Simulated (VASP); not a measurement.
Here is the system:

```yaml
crystal:
  lattice:
    - [3.51820, 0.00000, 0.00000]
    - [-1.75910, 3.04685, 0.00000]
    - [0.00000, 0.00000, 13.97360]
  atoms:
    - { symbol: Mo, position: [0.33333, 0.66667, 0.25000] }
    - { symbol: Mo, position: [0.66667, 0.33333, 0.75000] }
    - { symbol: Te, position: [0.33333, 0.66667, 0.62100] }
    - { symbol: Te, position: [0.66667, 0.33333, 0.12100] }
    - { symbol: Te, position: [0.33333, 0.66667, 0.87900] }
    - { symbol: Te, position: [0.66667, 0.33333, 0.37900] }
```

All values below come from PBE GGA, VASP's PBE PAW potentials (set 64) (plane waves; VASP). Run with 300 eV cut-off, 6×6×2 Γ-centred mesh, Gaussian smearing of 0.27 eV, potentials Mo_sv Te.

At this cut-off the stress carries a Pulay error, which pulls relaxed volumes low.

Q: Give the force on each atom (eV/Å).

A: 
```json
[
 {"atom": "Mo1", "Fx": "0.000", "Fy": "0.000", "Fz": "0.000"},
 {"atom": "Mo2", "Fx": "0.000", "Fy": "0.000", "Fz": "0.000"},
 {"atom": "Te3", "Fx": "0.000", "Fy": "0.000", "Fz": "-0.203"},
 {"atom": "Te4", "Fx": "0.000", "Fy": "0.000", "Fz": "-0.203"},
 {"atom": "Te5", "Fx": "0.000", "Fy": "0.000", "Fz": "0.203"},
 {"atom": "Te6", "Fx": "0.000", "Fy": "0.000", "Fz": "0.203"}
]
```

Q: Give the stress tensor in GPa (positive for a compressed cell).

A: 
```
2.58  0.00  0.00
0.00  2.58  0.00
0.00  0.00  3.33
```
The pressure is its mean diagonal, 2.83 GPa.

The structure comes from a measured Te2Mo entry (P6_3/mmc) of the Crystallography Open Database, whose conditions weren't checked. The cell was not relaxed at this level.
